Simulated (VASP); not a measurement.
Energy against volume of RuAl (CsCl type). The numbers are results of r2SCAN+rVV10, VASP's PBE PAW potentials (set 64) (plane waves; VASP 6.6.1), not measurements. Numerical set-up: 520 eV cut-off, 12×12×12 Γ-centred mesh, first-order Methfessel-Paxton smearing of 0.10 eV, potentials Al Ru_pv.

```json
[
 {"V (Å³/atom)": "12.415", "E (eV/atom)": "-16.60597"},
 {"V (Å³/atom)": "12.811", "E (eV/atom)": "-16.63402"},
 {"V (Å³/atom)": "13.207", "E (eV/atom)": "-16.64237"},
 {"V (Å³/atom)": "13.603", "E (eV/atom)": "-16.63391"}
]
```

Question: Fit these four points and predict the energy of the run at 14.000 Å³/atom.

Answer: A cubic in V^(−2/3), the third-order Birch-Murnaghan form, passes through the four points with V0 = 13.20 Å³/atom and B0 = 227 GPa, and gives -16.6110 eV/atom there. The run gave -16.6112 eV/atom, -0.1 meV/atom from the fit; all five points give B0 = 227 GPa.

The compound is RuAl in the CsCl type structure. It was relaxed first.
